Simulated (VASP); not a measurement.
**CaGe2Au2: interstitial Li from one void to a neighbouring one**

How hard is this move in CaGe2Au2: interstitial Li from one void to a neighbouring one? Both ends are relaxed first, then a band of images between them. The start is a cell from a database of measured crystal structures.

Method: PBEsol; plane waves and PAW (Au, Ge, Ca_pv), in the first sound run; inputs show where later runs differ, in VASP 6.6.1.

## Step 1: The host crystal

The structure is tetragonal, space group I4/mmm (No. 139). The conventional cell has a = 4.430 Å, b = 4.430 Å, c = 10.230 Å, α = 90.00°, β = 90.00°, γ = 90.00°. Nearest to Au lie 4 Ge at 2.58 Å and 4 Au at 3.13 Å and 4 Ca at 3.38 Å. Nearest to Ge lie 1 Ge at 2.48 Å and 4 Au at 2.58 Å and 4 Ca at 3.37 Å. Ca has 8 Ge at 3.37 Å and 8 Au at 3.38 Å nearest. Farther neighbours are not listed.

## Step 2: Relax the host

The later steps need the crystal at this functional's own lattice; a raised cutoff keeps the stress reliable while the cell changes.

INCAR

```
SYSTEM = CaGe2Au2
PREC = Accurate
ENCUT = 350
EDIFF = 1E-06
NELM = 120
ISMEAR = 0
SIGMA = 0.1
LREAL = .FALSE.
ALGO = Normal
GGA = PS
NBANDS = 25
LORBIT = 11
LWAVE = .FALSE.
LCHARG = .FALSE.
KPAR = 3
IBRION = 2
NSW = 40
ISIF = 3
EDIFFG = -0.02
POTIM = 0.4
```

POSCAR

```
CaGe2Au2
1.0
   -2.2150000000      2.2150000000      5.1150000000
    2.2150000000     -2.2150000000      5.1150000000
    2.2150000000      2.2150000000     -5.1150000000
Au Ge Ca
2 2 1
Direct
    0.2500000000      0.7500000000      0.5000000000
    0.7500000000      0.2500000000      0.5000000000
    0.6210000000      0.6210000000      0.0000000000
    0.3790000000      0.3790000000      0.0000000000
    0.0000000000      0.0000000000      0.0000000000
```

KPOINTS

```
Automatic mesh
0
Gamma
6 6 6
0 0 0
```

Potentials, in the order of the species: Au, Ge and Ca_pv (PBE family, release 64).

Started as:

```console
$ mpirun -np 3 vasp_std
```

The log of the run:

```text
[banner, memory and clock lines left out]
running    3 mpi-ranks, on    1 nodes
 distrk:  each k-point on    1 cores,    3 groups
 distr:  one band on    1 cores,    1 groups

 POSCAR found type information on POSCAR AuGeCa
 POSCAR found :  3 types and       5 ions
|                                                                             |
|               ----> ADVICE to this user running VASP <----                  |
|                                                                             |
|     You enforced a specific xc type in the INCAR file but a different       |
|     [... a line on the potential file left out ...]
|     I HOPE YOU KNOW WHAT YOU ARE DOING!                                     |
|                                                                             |

 LDA part: xc-table for (Slater+PW92), standard interpolation
 POSCAR, INCAR and KPOINTS ok, starting setup
 FFT: planning ... GRIDC
 FFT: planning ... GRID_SOFT
 FFT: planning ... GRID
 WAVECAR not read
 entering main loop
       N       E                     dE             d eps       ncg     rms          rms(c)
DAV:   1     0.272336522922E+03    0.27234E+03   -0.11648E+04  1668   0.147E+03
DAV:   2     0.120012998062E+02   -0.26034E+03   -0.25089E+03  1839   0.372E+02
DAV:   3    -0.226118393798E+02   -0.34613E+02   -0.32772E+02  1982   0.102E+02
DAV:   4    -0.242131475471E+02   -0.16013E+01   -0.15038E+01  2008   0.248E+01
DAV:   5    -0.242737532040E+02   -0.60606E-01   -0.60568E-01  2312   0.430E+00    0.125E+01
DAV:   6    -0.222578016547E+02    0.20160E+01   -0.14365E+01  2068   0.273E+01    0.918E+00
DAV:   7    -0.221916362405E+02    0.66165E-01   -0.98546E-01  1961   0.734E+00    0.466E+00
DAV:   8    -0.221626836553E+02    0.28953E-01   -0.10752E-01  2154   0.199E+00    0.651E-01
DAV:   9    -0.221574749455E+02    0.52087E-02   -0.22215E-02  1853   0.118E+00    0.174E-01
DAV:  10    -0.221575380528E+02   -0.63107E-04   -0.26428E-03  1958   0.299E-01    0.555E-02
DAV:  11    -0.221575405414E+02   -0.24886E-05   -0.14104E-04  2016   0.899E-02    0.130E-02
DAV:  12    -0.221575411783E+02   -0.63693E-06   -0.10782E-05  2155   0.218E-02    0.731E-03
DAV:  13    -0.221575403349E+02    0.84335E-06   -0.12089E-06  1424   0.130E-02
   1 F= -.22157540E+02 E0= -.22153970E+02  d E =-.221575E+02
 curvature:   0.00 expect dE= 0.000E+00 dE for cont linesearch  0.000E+00
 trial: gam= 0.00000 g(F)=  0.144E-01 g(S)=  0.342E-02 ort = 0.000E+00 (trialstep = 0.100E+01)
 search vector abs. value=  0.178E-01
 bond charge predicted
       N       E                     dE             d eps       ncg     rms          rms(c)
DAV:   1    -0.221883505482E+02   -0.30809E-01   -0.67181E-01  1719   0.676E+00    0.930E-01
DAV:   2    -0.221680126788E+02    0.20338E-01   -0.89108E-02  1890   0.252E+00    0.483E-01
DAV:   3    -0.221667867857E+02    0.12259E-02   -0.55227E-03  2052   0.512E-01    0.319E-01
DAV:   4    -0.221662558335E+02    0.53095E-03   -0.23207E-03  2071   0.348E-01    0.476E-02
DAV:   5    -0.221662156159E+02    0.40218E-04   -0.38675E-04  1795   0.144E-01    0.443E-02
DAV:   6    -0.221662125880E+02    0.30279E-05   -0.45160E-05  2049   0.458E-02    0.677E-03
DAV:   7    -0.221662117964E+02    0.79164E-06   -0.64612E-06  1957   0.202E-02
   2 F= -.22166212E+02 E0= -.22162924E+02  d E =-.867146E-02
[...]
3 F= -.22166217E+02 E0= -.22162923E+02  d E =-.867622E-02
[...]
4 F= -.22168014E+02 E0= -.22165012E+02  d E =-.179740E-02
[...]
5 F= -.22168175E+02 E0= -.22165273E+02  d E =-.195866E-02
[...]
6 F= -.22169226E+02 E0= -.22166426E+02  d E =-.105068E-02
[...]
7 F= -.22170113E+02 E0= -.22167458E+02  d E =-.193735E-02
[...]
8 F= -.22170125E+02 E0= -.22167462E+02  d E =-.194964E-02
 curvature:  -2.11 expect dE=-0.490E-03 dE for cont linesearch -0.342E-07
 trial: gam= 0.21685 g(F)=  0.109E-03 g(S)=  0.124E-03 ort =-0.502E-05 (trialstep = 0.151E+01)
 search vector abs. value=  0.304E-03
 bond charge predicted
       N       E                     dE             d eps       ncg     rms          rms(c)
DAV:   1    -0.221723550753E+02   -0.22294E-02   -0.44937E-02  1730   0.191E+00    0.289E-01
DAV:   2    -0.221702617548E+02    0.20933E-02   -0.85073E-03  1846   0.796E-01    0.126E-01
DAV:   3    -0.221701943018E+02    0.67453E-04   -0.54212E-04  1898   0.162E-01    0.839E-02
DAV:   4    -0.221701492609E+02    0.45041E-04   -0.19329E-04  2194   0.112E-01    0.121E-02
DAV:   5    -0.221701441660E+02    0.50950E-05   -0.29835E-05  1680   0.425E-02    0.100E-02
DAV:   6    -0.221701435258E+02    0.64012E-06   -0.43542E-06  1880   0.138E-02
   9 F= -.22170144E+02 E0= -.22167421E+02  d E =-.186746E-04
 trial-energy change:   -0.000019  1 .order   -0.000035   -0.000349    0.000279
 step:   0.7786(harm=  0.8380)  dis= 0.00142  next Energy=   -22.170213 (dE=-0.879E-04)
 reached required accuracy - stopping structural energy minimisation
```

Run time: 84 s. Hardware: 3 MPI ranks of AMD EPYC 9R45, shared host; peak memory 0.76 GiB; 4.1 min of CPU time.

The logs omit lines about the potential files and the build; timing stands in the text.

OUTCAR, selected parts (step 2):

```text
ion  position               nearest neighbor table
   1  0.250  0.750  0.500-   4 2.58   3 2.58   4 2.58   3 2.58   2 3.13   2 3.13   2 3.13   2 3.13
                             5 3.38   5 3.38   5 3.38   5 3.38
   2  0.750  0.250  0.500-   4 2.58   3 2.58   4 2.58   3 2.58   1 3.13   1 3.13   1 3.13   1 3.13
                             5 3.38   5 3.38   5 3.38   5 3.38
   3  0.621  0.621  0.000-   4 2.48   2 2.58   1 2.58   1 2.58   2 2.58   5 3.37   5 3.37   5 3.37
                             5 3.37
   4  0.379  0.379  0.000-   3 2.48   2 2.58   1 2.58   1 2.58   2 2.58   5 3.37   5 3.37   5 3.37
                             5 3.37
   5  0.000  0.000  0.000-   3 3.37   3 3.37   3 3.37   4 3.37   3 3.37   4 3.37   4 3.37   4 3.37
                             1 3.38   2 3.38   2 3.38   1 3.38   2 3.38   1 3.38   1 3.38   2 3.38

  LATTYP: Found a body centered tetragonal cell.
 ALAT       =     4.4300000000
 C/A-ratio  =     2.3092550790

 Subroutine GETGRP returns: Found 16 space group operations
 (whereof 16 operations were pure point group operations)

The static configuration has the point symmetry D_4h.

 Found     30 irreducible k-points:

   k-points           NKPTS =     30   k-points in BZ     NKDIM =     30   number of bands    NBANDS=     25

   dimension x,y,z NGX =    40 NGY =   40 NGZ =   40
   dimension x,y,z NGXF=    80 NGYF=   80 NGZF=   80

   ENCUT  =  350.0 eV  25.72 Ry    5.07 a.u.   9.15  9.15  9.15*2*pi/ulx,y,z

   NELECT =      38.0000    total number of electrons

 k-points in reciprocal lattice and weights: Automatic mesh
   0.00000000  0.00000000  0.00000000       0.005
   0.16666667 -0.00000000  0.00000000       0.037
   0.33333333 -0.00000000  0.00000000       0.037
   0.50000000 -0.00000000  0.00000000       0.019
   0.16666667  0.16666667  0.00000000       0.037
   0.33333333  0.16666667  0.00000000       0.074
   0.50000000  0.16666667  0.00000000       0.074
  -0.33333333  0.16666667 -0.00000000       0.074
  -0.16666667  0.16666667  0.00000000       0.019
[...]
-0.33333333 -0.33333333  0.33333333       0.009
   0.50000000  0.50000000  0.50000000       0.005

 average (electrostatic) potential at core
       1 -67.8561       2 -67.8561       3 -30.2361       4 -30.2361       5 -44.7038

 E-fermi :   6.2093

 k-point     1 :       0.0000    0.0000    0.0000
  band No.  band energies     occupation
    ...
     14       2.2598      2.00000
     15       2.6458      2.00000
     16       3.1541      2.00000
     17       4.8860      2.00000
     18       4.8860      2.00000
     19       6.9499      0.00000
     20       7.2014      0.00000
     21       7.2014      0.00000
     22       7.3882      0.00000
     23       8.4163      0.00000
    ...

 k-point     2 :       0.1667   -0.0000    0.0000
  band No.  band energies     occupation
    ...
     15       2.6621      2.00000
     16       3.0285      2.00000
     17       3.5986      2.00000
     18       5.4101      2.00000
     19       5.9827      1.99865
     20       7.0473      0.00000
     21       7.7397      0.00000
     22       8.6679      0.00000
     23       9.2739      0.00000
     24       9.8791      0.00000
    ...

 k-point     3 :       0.3333   -0.0000    0.0000
  band No.  band energies     occupation
    ...
     15       1.9343      2.00000
     16       2.2440      2.00000
     17       3.6468      2.00000
     18       5.8515      2.00000
     19       5.9291      1.99993
     20       7.3897      0.00000
     21       8.2345      0.00000
     22       8.7464      0.00000
     23       9.2238      0.00000
     24      10.1421      0.00000
    ...

  Total       -0.0851768     -0.0851768     -0.0810691      0.0000000     -0.0000000      0.0000000
  in kB       -1.3573758     -1.3573758     -1.2919154      0.0000000     -0.0000000      0.0000000
  external PRESSURE =      -1.3355557 kB  Pullay stress =       0.0000000 kB

  energy-cutoff  :      350.00
  volume of cell :      100.54
      direct lattice vectors                 reciprocal lattice vectors
    -2.206191280  2.206191280  5.163991989     0.000000000  0.226634927  0.096824318
     2.206191280 -2.206191280  5.163991989     0.226634927  0.000000000  0.096824318
     2.206191280  2.206191280 -5.163991989     0.226634927  0.226634927  0.000000000

 POSITION                                       TOTAL-FORCE (eV/Angst)
 -----------------------------------------------------------------------------------
      2.20619     -0.00000      2.58200         0.000000      0.000000     -0.000000
     -0.00000      2.20619      2.58200         0.000000      0.000000     -0.000000
      0.00000      0.00000      6.38084        -0.000000     -0.000000      0.015429
      0.00000      0.00000      3.94714         0.000000      0.000000     -0.015429
      0.00000      0.00000     -0.00000         0.000000      0.000000     -0.000000
 -----------------------------------------------------------------------------------
    total drift:                                0.000000     -0.000000     -0.000000

  FREE ENERGIE OF THE ION-ELECTRON SYSTEM (eV)
  ---------------------------------------------------
  free  energy   TOTEN  =       -22.1701435258 eV

  energy  without entropy=      -22.1646988316  energy(sigma->0) =      -22.16742118

 reached required accuracy - stopping structural energy minimisation

 total charge
# of ion       s       p       d       tot
------------------------------------------
    1        0.634   0.432   8.690   9.756
    2        0.634   0.432   8.690   9.756
    3        1.138   1.184   0.088   2.409
    4        1.138   1.184   0.088   2.409
    5        0.167   6.129   0.449   6.745
--------------------------------------------------
tot          3.711   9.360  18.005  31.076

[... 3 further parts left out ...]
```

CONTCAR:

```
CaGe2Au2
   1.00000000000000
    -2.2061912798784911    2.2061912798784911    5.1639919890365169
     2.2061912798784911   -2.2061912798784911    5.1639919890365169
     2.2061912798784911    2.2061912798784911   -5.1639919890365169
  Au              Ge              Ca
     2     2     1
Direct
     0.2500000000000000    0.7500000000000000    0.5000000000000000
     0.7500000000000000    0.2500000000000000    0.5000000000000000
     0.6178205714713469    0.6178205714713469    0.0000000000000000
     0.3821794285286532    0.3821794285286532    0.0000000000000000
     0.0000000000000000    0.0000000000000000    0.0000000000000000
```

The k-mesh is coarse for a metal. The PAW data sets were made with PBE, which is usual practice but a small mismatch for other functionals. The data set Ge keeps the semicore shell frozen, which is cheaper and a little less accurate. The run keeps the 16 symmetry operations of its start, so it cannot find a distortion of lower symmetry.

Step by step:

```csv
step,energy less that of the first step (eV),largest force (eV/Å),pressure (GPa),volume (Å³)
1,0.0000,0.4320,0.55,100.38
2,-0.0087,0.0746,-0.47,101.18
3,-0.0087,0.0828,-0.45,101.17
4,-0.0105,0.0188,-0.03,100.63
5,-0.0106,0.0066,0.10,100.43
6,-0.0117,0.0089,0.11,100.39
7,-0.0126,0.0409,0.11,100.29
8,-0.0126,0.0376,0.11,100.30
9,-0.0126,0.0154,-0.13,100.54
```

| conventional cell, symmetrised | before | after | change |
| --- | --- | --- | --- |
| a (Å) | 4.430 | 4.412 | -0.4 % |
| b (Å) | 4.430 | 4.412 | -0.4 % |
| c (Å) | 10.230 | 10.328 | +1.0 % |
| volume (Å³/atom) | 20.08 | 20.11 | +0.2 % |

The atoms that moved most (Å, as changes of fractional coordinates times the final cell):

| atom | dx | dy | dz | length |
| --- | --- | --- | --- | --- |
| Ge4 | 0.000 | 0.000 | 0.033 | 0.033 |
| Ge3 | 0.000 | 0.000 | -0.033 | 0.033 |

Final coordinates:

```
Au Ge Ca
1.0
    -2.20619    2.20619    5.16399
     2.20619   -2.20619    5.16399
     2.20619    2.20619   -5.16399
Au Ge Ca
2 2 1
Direct
  0.25000 0.75000 0.50000
  0.75000 0.25000 0.50000
  0.61782 0.61782 0.00000
  0.38218 0.38218 0.00000
  0.00000 0.00000 0.00000
```

This step gave:

```yaml
electronic_cycles: 58
electrons: 38
free_energy_toten: -22.17 eV
energy_at_zero_smearing: -22.17 eV
fermi_energy: 6.209 eV
labelled_metallic_from_the_levels_on_this_mesh: yes
```

The run ended after 9 ionic steps, 0.013 eV below its first step, once forces and stress met EDIFFG = -0.02.

(Continued in part 2 of 5.)

[Lines on the potential files, build, host, timing and source positions are cut from VASP's logs without a mark.]

[Logs are printed without paths, hosts, clocks, repeated set-up lines and the standing remarks that a program may print on its own settings, such as how far it seeks lower states.]

[Hosts, paths, dates, database ids (printed as entryN), source tags and the programs' standing remarks are cut or masked in the printed files.]

[Runs that stopped without an error message from VASP are left out.]
